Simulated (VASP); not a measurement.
Method: rev-vdW-DF2, VASP's PBE PAW potentials (set 64) (plane waves; VASP 6.6.1).

Input for VASP

**INCAR**
```
! general
SYSTEM   = CoAl
PREC     = Accurate
ENCUT    = 520
LREAL    = .False.
LASPH    = .True.

! electronic loop
EDIFF    = 1E-7
NELM     = 100
ALGO     = Normal
LMAXMIX  = 4

! smearing
ISMEAR   = 1
SIGMA    = 0.1

! functional
GGA      = MK
LUSE_VDW = .True.
AGGAC    = 0.0
PARAM1   = 0.1234568
PARAM2   = 0.7114
ZAB_VDW  = -1.8867

! ions
ISIF     = 2

! output
LWAVE    = .False.
LCHARG   = .False.
```

POSCAR:
```
CoAl
1
    2.8075563231     0.0000000000     0.0000000000
    0.0000000000     2.8075563231     0.0000000000
    0.0000000000     0.0000000000     2.8075563231
Al Co
1 1
Direct
  0.5000000000   0.5000000000   0.5000000000
  0.0000000000   0.0000000000   0.0000000000
```

**KPOINTS**
```
Regular mesh
0
G
 13 13 13
```

POTCAR, in this order: Al Co (PBE.64 set). Program: vasp_std.

Output of the run:

OSZICAR:
```
       N       E                     dE             d eps       ncg     rms          rms(c)
DAV:   1     0.398726215062E+02    0.39873E+02   -0.53963E+03  1696   0.128E+03
DAV:   2    -0.900881503628E+01   -0.48881E+02   -0.46153E+02  1684   0.193E+02
DAV:   3    -0.102941500232E+02   -0.12853E+01   -0.12701E+01  1986   0.409E+01
DAV:   4    -0.103190308657E+02   -0.24881E-01   -0.24871E-01  2034   0.507E+00
DAV:   5    -0.103197955305E+02   -0.76466E-03   -0.76464E-03  1952   0.867E-01    0.125E+01
DAV:   6    -0.125418995315E+02   -0.22221E+01   -0.63580E+01  1882   0.121E+02    0.159E+01
DAV:   7    -0.878295708125E+01    0.37589E+01   -0.28820E+01  1856   0.776E+01    0.187E+00
DAV:   8    -0.877140972600E+01    0.11547E-01   -0.19616E-01  1764   0.409E+00    0.112E+00
DAV:   9    -0.875822644691E+01    0.13183E-01   -0.43655E-02  2004   0.307E+00    0.276E-01
DAV:  10    -0.875784651325E+01    0.37993E-03   -0.13047E-03  2320   0.514E-01    0.119E-01
DAV:  11    -0.875784386750E+01    0.26458E-05   -0.22319E-05  2006   0.486E-02    0.190E-02
DAV:  12    -0.875784123149E+01    0.26360E-05   -0.12483E-05  2098   0.490E-02    0.690E-03
DAV:  13    -0.875784126138E+01   -0.29890E-07   -0.25667E-07  1318   0.538E-03
   1 F= -.87578413E+01 E0= -.87577191E+01  d E =-.366553E-03
```

OUTCAR:
```
------------------------ aborting loop because EDIFF is reached ----------------------------------------
  FORCE on cell =-STRESS in cart. coord.  units (eV):
  Direction    XX          YY          ZZ          XY          YZ          ZX
  --------------------------------------------------------------------------------------
  Total        0.8299211      0.8299211      0.8299211      0.0000000      0.0000000      0.0000000
  in kB       60.0844329     60.0844329     60.0844329      0.0000000      0.0000000      0.0000000
  external PRESSURE =      60.0844329 kB  Pullay stress =       0.0000000 kB
  volume of cell :       22.13
      direct lattice vectors                 reciprocal lattice vectors
     2.807556323  0.000000000  0.000000000     0.356181634  0.000000000  0.000000000
     0.000000000  2.807556323  0.000000000     0.000000000  0.356181634  0.000000000
     0.000000000  0.000000000  2.807556323     0.000000000  0.000000000  0.356181634
 POSITION                                       TOTAL-FORCE (eV/Angst)
 -----------------------------------------------------------------------------------
      1.40378      1.40378      1.40378         0.000000      0.000000      0.000000
      0.00000      0.00000      0.00000         0.000000      0.000000      0.000000
 -----------------------------------------------------------------------------------
    total drift:                                0.000000      0.000000      0.000000
  FREE ENERGIE OF THE ION-ELECTRON SYSTEM (eV)
  ---------------------------------------------------
  free  energy   TOTEN  =        -8.7578412614 eV

  energy  without entropy=       -8.7574747081  energy(sigma->0) =       -8.75771908
```
(Selected blocks of OUTCAR.)

The compound is CoAl in the CsCl type structure. This cell is one point of a volume scan, at 0.97 of the reference volume. The run is not spin-polarised, so no magnetic state was tried.
